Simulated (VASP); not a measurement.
Input:

```xyz
8
Lattice="-0.0024 5.9973 5.9750 5.9973 -0.0024 5.9750 2.9974 2.9974 0.0000" Properties=species:S:1:pos:R:3 pbc="T T T"
Cd     5.9949     5.9949    11.7511
Cd     6.0942     8.8930     9.0530
Cd     8.8930     6.0942     9.0530
Cd     5.9949     5.9949     5.9883
Te     1.4987     1.4987     1.5203
S      4.4769     1.5180     4.4777
S      1.5180     4.4769     4.4777
S      4.4962     4.4962     7.4541
```

All values below come from PBEsol GGA, VASP's PBE PAW potentials (set 64) (plane waves; VASP). Run with 400 eV cut-off, 4×4×7 Γ-centred mesh, tetrahedra with Blöchl corrections, potentials Cd Te S.

The cores are frozen, which limits the accuracy of field gradients.

**Question.** Give the principal components of the electric field gradient (V/Å²) and the asymmetry η at each nucleus.

**Answer.** 
| atom | Vxx | Vyy | Vzz | η |
|---|---|---|---|---|
| Cd1 | 7.4 | 5.6 | -13.0 | 0.14 |
| Cd2 | -4.1 | -3.3 | 7.4 | 0.10 |
| Cd3 | -4.1 | -3.3 | 7.4 | 0.10 |
| Cd4 | 2.0 | 0.8 | -2.8 | 0.45 |
| Te5 | 57.9 | 23.8 | -81.7 | 0.42 |
| S6 | 21.1 | 8.0 | -29.1 | 0.45 |
| S7 | 21.1 | 8.0 | -29.1 | 0.45 |
| S8 | 18.9 | 5.2 | -24.1 | 0.57 |

The structure was generated: Cd4S3Te was put into an ordered model structure (Amm2), which need not be its known phase. It was relaxed first.
